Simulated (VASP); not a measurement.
All values below come from PBEsol GGA, VASP's PBE PAW potentials (set 64) (plane waves; VASP 6.6.1).

A VASP calculation is set up with these files.

POSCAR:
```
AlAs(110) slab
5.6816440
  0.9999999745   0.0000000000   0.0000000000
  0.0000000000   0.7071066958   0.0000000000
  0.0000000000   0.0000000000   4.7714968748
Al As
6 6
direct
  0.9387072507   0.0000000000   0.6667722650
  0.5216878829   0.5000000000   0.6154319251
  0.0177702432   0.0000000000   0.5354542398
  0.5177702432   0.5000000000   0.4645457602
  0.0216878829   0.0000000000   0.3845680749
  0.4387072507   0.5000000000   0.3332277350
  0.2703637918   0.0000000000   0.6101605715
  0.7366982158   0.5000000000   0.6943862462
  0.2647726156   0.0000000000   0.4610271861
  0.7647726156   0.5000000000   0.5389728139
  0.2366982158   0.0000000000   0.3056137538
  0.7703637918   0.5000000000   0.3898394285
```

File KPOINTS:
```
Automatic mesh
0
Gamma
4 5 1
0 0 0
```

INCAR:
```
# general
SYSTEM  = AlAs(110) slab
PREC    = Normal
ENCUT   = 400   # plane-wave cut-off (eV)
LREAL   = F
LASPH   = T   # aspherical one-centre terms

# electronic loop
EDIFF   = 1E-6
NELM    = 100
NELMIN  = 4
ALGO    = Normal   # blocked Davidson
LMAXMIX = 4

# smearing
ISMEAR  = 0   # Gaussian
SIGMA   = 0.05   # width (eV)

# functional
GGA     = PS   # PBEsol

# output
LWAVE   = F
LCHARG  = F
LORBIT  = 11
LVHAR   = T

# other
LDIPOL  = T
IDIPOL  = 3
DIPOL   = 0.5 0.5 0.5
```

POTCAR, in this order: Al As (PBE.64 set). Program: vasp_std. Read from the step before: WAVECAR.

What VASP printed:

### OSZICAR
```
       N       E                     dE             d eps       ncg     rms          rms(c)
DAV:   1    -0.580448117207E+02   -0.58045E+02   -0.42538E-05   697   0.411E-02    0.615E-03
DAV:   2    -0.580448038090E+02    0.79117E-05   -0.13177E-05   563   0.251E-02    0.196E-03
DAV:   3    -0.580448032843E+02    0.52468E-06   -0.11896E-05   615   0.143E-02    0.170E-03
DAV:   4    -0.580448034170E+02   -0.13267E-06   -0.21095E-06   521   0.721E-03
   1 F= -.58044803E+02 E0= -.58044803E+02  d E =-.127545E-12
```

File OUTCAR:
```
------------------------ aborting loop because EDIFF is reached ----------------------------------------
  FORCE on cell =-STRESS in cart. coord.  units (eV):
  Direction    XX          YY          ZZ          XY          YZ          ZX
  --------------------------------------------------------------------------------------
  Total       -1.6006176     -2.5879604     -0.4381435      0.0000000      0.0000000      0.0000000
  in kB       -4.1441603     -6.7004902     -1.1343977      0.0000000      0.0000000      0.0000000
  external PRESSURE =      -3.9930161 kB  Pullay stress =       0.0000000 kB
  volume of cell :      618.82
      direct lattice vectors                 reciprocal lattice vectors
     5.681643855  0.000000000  0.000000000     0.176005400  0.000000000  0.000000000
     0.000000000  4.017528515  0.000000000     0.000000000  0.248909248  0.000000000
     0.000000000  0.000000000 27.109946590     0.000000000  0.000000000  0.036886830
 POSITION                                       TOTAL-FORCE (eV/Angst)
 -----------------------------------------------------------------------------------
      5.33340      0.00000     18.07616         0.002210      0.000000     -0.010329
      2.96404      2.00876     16.68433        -0.012445      0.000000     -0.010800
      0.10096      0.00000     14.51614        -0.001057      0.000000      0.008807
      2.94179      2.00876     12.59381        -0.001057      0.000000     -0.008807
      0.12322      0.00000     10.42562        -0.012445      0.000000      0.010800
      2.49258      2.00876      9.03379         0.002210      0.000000      0.010329
      1.53611      0.00000     16.54142         0.010241      0.000000     -0.003219
      4.18566      2.00876     18.82477         0.005741      0.000000     -0.022330
      1.50434      0.00000     12.49842        -0.004690      0.000000      0.001538
      4.34517      2.00876     14.61152        -0.004690      0.000000     -0.001538
      1.34483      0.00000      8.28517         0.005741      0.000000      0.022330
      4.37693      2.00876     10.56853         0.010241      0.000000      0.003219
 -----------------------------------------------------------------------------------
    total drift:                               -0.002014     -0.000000     -0.000005
  FREE ENERGIE OF THE ION-ELECTRON SYSTEM (eV)
  ---------------------------------------------------
  free  energy   TOTEN  =       -58.0448034170 eV

  energy  without entropy=      -58.0448034170  energy(sigma->0) =      -58.04480342

 total charge

# of ion       s       p       d       tot
------------------------------------------
    1        0.438   0.324   0.000   0.763
    2        0.399   0.360   0.000   0.759
    3        0.402   0.361   0.000   0.763
    4        0.402   0.361   0.000   0.763
    5        0.399   0.360   0.000   0.759
    6        0.438   0.324   0.000   0.763
    7        1.201   1.664   0.025   2.890
    8        1.247   1.555   0.024   2.825
    9        1.200   1.660   0.024   2.884
   10        1.200   1.660   0.024   2.884
   11        1.247   1.555   0.024   2.825
   12        1.201   1.664   0.025   2.890
--------------------------------------------------
tot          9.775  11.848   0.145  21.768
```
(Selected blocks of OUTCAR.)

The cell is a thin slab with vacuum, built from AlAs (zinc blende): (110) face.
